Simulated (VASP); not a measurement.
VASP runs on BaTe (rock salt) share one base input (PBE GGA, plane waves, VASP's PBE PAW potentials (set 64)) and change the settings named in each case.

File POSCAR:
```
BaTe
1
    0.0000000000     3.5700000000     3.5700000000
    3.5700000000     0.0000000000     3.5700000000
    3.5700000000     3.5700000000     0.0000000000
Ba Te
1 1
Direct
  0.0000000000   0.0000000000   0.0000000000
  0.5000000000   0.5000000000   0.5000000000
```

KPOINTS:
```
Automatic mesh
0
Gamma
6 6 6
0 0 0
```

**INCAR**
```
SYSTEM = BaTe
PREC = Accurate
ENCUT = 400
EDIFF = 1E-6
NELM = 100
ALGO = Normal
LREAL = .FALSE.
LASPH = .TRUE.
ISMEAR = 0
SIGMA = 0.05
GGA = PE
LMAXMIX = 4
LWAVE = .FALSE.
LCHARG = .FALSE.
ISIF = 2
```

POTCAR, in this order: Ba_sv Te (PBE.64 set). Program: vasp_std.

```csv
change,E(σ→0) (eV/atom),pressure (GPa),irreducible k-points
base run,-4.3126,-0.59,16
"KGAMMA = .TRUE., KSPACING = 0.8, KPOINTS file removed",-4.1107,0.78,3
"KGAMMA = .TRUE., KSPACING = 0.25, KPOINTS file removed",-4.3128,-0.59,20
"KGAMMA = .TRUE., KSPACING = 0.35, KPOINTS file removed",___,___,10
"KGAMMA = .TRUE., KSPACING = 0.2, KPOINTS file removed",-4.3128,-0.59,29
"KGAMMA = .TRUE., KSPACING = 0.6, KPOINTS file removed",-4.2910,-0.39,4
```

Q: Complete the blanks.

A: 
- KGAMMA = .TRUE., KSPACING = 0.35, KPOINTS file removed, E(σ→0) (eV/atom): -4.3120
- KGAMMA = .TRUE., KSPACING = 0.35, KPOINTS file removed, pressure (GPa): -0.58

Unless said otherwise, spin-orbit coupling is left out, though it shifts the bands of the heavy elements here.

Left out are runs that ran out of time, are held back, or changed the cell or the kind of run, fixed moments of cells without a moment, rows past the twelfth, gaps on odd meshes, pressures of charged cells and columns that move by less than the noise.

The compound is BaTe in the rock salt structure. The cell was not relaxed at this level.
